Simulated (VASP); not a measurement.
Calculation: SCAN meta-GGA, VASP's PBE PAW potentials (set 64) (plane waves; VASP).

A VASP calculation is set up with these files.

### KPOINTS
```
Automatic mesh
0
Gamma
17 17 17
0 0 0
```

POSCAR:
```
Cu
1
    0.0000000000     1.8140884200     1.8140884200
    1.8140884200     0.0000000000     1.8140884200
    1.8140884200     1.8140884200     0.0000000000
Cu
1
Direct
  0.0000000000   0.0000000000   0.0000000000
```

INCAR:
```
ALGO=Normal
EDIFF=1E-7
ENCUT=520
ISIF=2
ISMEAR=1
LASPH=.TRUE.
LCHARG=.FALSE.
LMAXMIX=4
LMIXTAU=.TRUE.
LREAL=.FALSE.
LWAVE=.FALSE.
METAGGA=SCAN
NELM=100
PREC=Accurate
SIGMA=0.1
SYSTEM=Cu
```

POTCAR, in this order: Cu (PBE.64 set). Program: vasp_std.

The resulting files:

File OSZICAR:
```
       N       E                     dE             d eps       ncg     rms          rms(c)
DAV:   1     0.248999271453E+02    0.24900E+02   -0.58144E+03  3026   0.210E+03
DAV:   2    -0.172471306970E+02   -0.42147E+02   -0.40270E+02  2981   0.203E+02
DAV:   3    -0.177483945897E+02   -0.50126E+00   -0.50007E+00  3537   0.320E+01
DAV:   4    -0.177524817912E+02   -0.40872E-02   -0.40867E-02  3635   0.270E+00
DAV:   5    -0.177525408182E+02   -0.59027E-04   -0.59026E-04  3545   0.254E-01    0.806E+00
DAV:   6    -0.157926105324E+02    0.19599E+01   -0.30251E+01  3141   0.133E+02    0.602E+00
DAV:   7    -0.151407595459E+02    0.65185E+00   -0.60651E+00  3171   0.561E+01    0.460E-01
DAV:   8    -0.151269575057E+02    0.13802E-01   -0.17595E-01  3464   0.928E+00    0.103E+00
DAV:   9    -0.151199980069E+02    0.69595E-02   -0.14957E-01  4130   0.882E+00    0.331E-02
DAV:  10    -0.151216230440E+02   -0.16250E-02   -0.72472E-03  3155   0.115E+00    0.152E-01
DAV:  11    -0.151225475983E+02   -0.92455E-03   -0.23801E-03  4188   0.900E-01    0.987E-03
DAV:  12    -0.151230945749E+02   -0.54698E-03   -0.63086E-04  3160   0.478E-01    0.581E-02
DAV:  13    -0.151228217233E+02    0.27285E-03   -0.26836E-04  4000   0.353E-01    0.110E-02
DAV:  14    -0.151228033117E+02    0.18412E-04   -0.25969E-05  3142   0.920E-02    0.976E-04
DAV:  15    -0.151227923746E+02    0.10937E-04   -0.11910E-06  3287   0.251E-02    0.951E-04
DAV:  16    -0.151227878203E+02    0.45544E-05   -0.42857E-07  3136   0.937E-03    0.101E-03
DAV:  17    -0.151227804735E+02    0.73467E-05   -0.11498E-07  1626   0.616E-03    0.279E-05
DAV:  18    -0.151227806529E+02   -0.17932E-06   -0.37880E-09  1563   0.934E-04    0.241E-05
DAV:  19    -0.151227807856E+02   -0.13277E-06   -0.96008E-10  1549   0.620E-04    0.147E-05
DAV:  20    -0.151227807889E+02   -0.32269E-08   -0.16455E-10  1553   0.248E-04
   1 F= -.15122781E+02 E0= -.15122854E+02  d E =0.218206E-03
```

### OUTCAR
```
------------------------ aborting loop because EDIFF is reached ----------------------------------------
  FORCE on cell =-STRESS in cart. coord.  units (eV):
  Direction    XX          YY          ZZ          XY          YZ          ZX
  --------------------------------------------------------------------------------------
  Total       -0.5939527     -0.5939527     -0.5939527     -0.0000000      0.0000000     -0.0000000
  in kB      -79.6997726    -79.6997726    -79.6997726     -0.0000000      0.0000000     -0.0000000
  external PRESSURE =     -79.6997726 kB  Pullay stress =       0.0000000 kB
  volume of cell :       11.94
      direct lattice vectors                 reciprocal lattice vectors
     0.000000000  1.814088420  1.814088420    -0.275620524  0.275620524  0.275620524
     1.814088420  0.000000000  1.814088420     0.275620524 -0.275620524  0.275620524
     1.814088420  1.814088420  0.000000000     0.275620524  0.275620524 -0.275620524
 POSITION                                       TOTAL-FORCE (eV/Angst)
 -----------------------------------------------------------------------------------
      0.00000      0.00000      0.00000         0.000000      0.000000      0.000000
 -----------------------------------------------------------------------------------
    total drift:                               -0.000000     -0.000000     -0.000000
  FREE ENERGIE OF THE ION-ELECTRON SYSTEM (eV)
  ---------------------------------------------------
  free  energy   TOTEN  =       -15.1227807889 eV

  energy  without entropy=      -15.1229989944  energy(sigma->0) =      -15.12285352
```
(Selected blocks of OUTCAR.)

The compound is Cu in the fcc structure. This cell is one point of a volume scan, at 1.06 of the reference volume.
